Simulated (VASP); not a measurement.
Input for VASP

POSCAR:
```
ScGe2
1
    1.9289350000    -7.5461400000     0.0000000000
    1.9289350000     7.5461400000     0.0000000000
    0.0000000000     0.0000000000     3.7918200000
Sc Ge
2 4
Direct
  0.8968500000   0.1031500000   0.7500000000
  0.1031500000   0.8968500000   0.2500000000
  0.5554400000   0.4445600000   0.7500000000
  0.4445600000   0.5554400000   0.2500000000
  0.2521200000   0.7478800000   0.7500000000
  0.7478800000   0.2521200000   0.2500000000
```

KPOINTS:
```
K-points
0
Gamma
  4 4 4
0 0 0
```

**INCAR**
```
SYSTEM=ScGe2
PREC=Accurate; ENCUT=300; LREAL=F
LASPH=T
EDIFF=1E-6; NELM=100; ALGO=Normal
LMAXMIX=4
ISMEAR=0; SIGMA=0.136
ISIF=2
LWAVE=F; LCHARG=F
```

POTCAR, in this order: Sc_sv Ge_d (LDA.64 set). Program: vasp_std.

### Question
Translate this LDA calculation to Quantum ESPRESSO's pw.x.

### Answer
One equivalent input (not run):
```
&CONTROL
  calculation = 'scf'
  pseudo_dir = './pseudo'
  outdir = './out'
  tprnfor = .true.
  tstress = .true.
/
&SYSTEM
  ibrav = 0
  nat = 6
  ntyp = 2
  ecutwfc = 78
  occupations = 'smearing'
  smearing = 'gaussian'
  degauss = 0.009996
  input_dft = 'pz'
/
&ELECTRONS
  conv_thr = 7.3e-08
  electron_maxstep = 100
/
ATOMIC_SPECIES
  Sc 44.956 Sc.upf
  Ge 72.630 Ge.upf
CELL_PARAMETERS angstrom
     1.9289350   -7.5461400    0.0000000
     1.9289350    7.5461400    0.0000000
     0.0000000    0.0000000    3.7918200
ATOMIC_POSITIONS crystal
  Sc   0.8968500  0.1031500  0.7500000
  Sc   0.1031500  0.8968500  0.2500000
  Ge   0.5554400  0.4445600  0.7500000
  Ge   0.4445600  0.5554400  0.2500000
  Ge   0.2521200  0.7478800  0.7500000
  Ge   0.7478800  0.2521200  0.2500000
K_POINTS automatic
  4 4 4 0 0 0
```
The two are equivalent in intent, not identical: the potentials are each code's own (VASP's PAW set, PseudoDojo norm-conserving files in pw.x), so ENCUT and ecutwfc are chosen apart and not converted; conv_thr bounds pw.x's estimated SCF error, while EDIFF bounds the energy change between steps.

The structure comes from a computed database's ScGe2 entry; how it stands against other phases isn't given here. The cell was not relaxed at this level. The k-mesh is coarse (spacing up to 0.42 per Å, 2π included), so the numbers may not be converged in it.
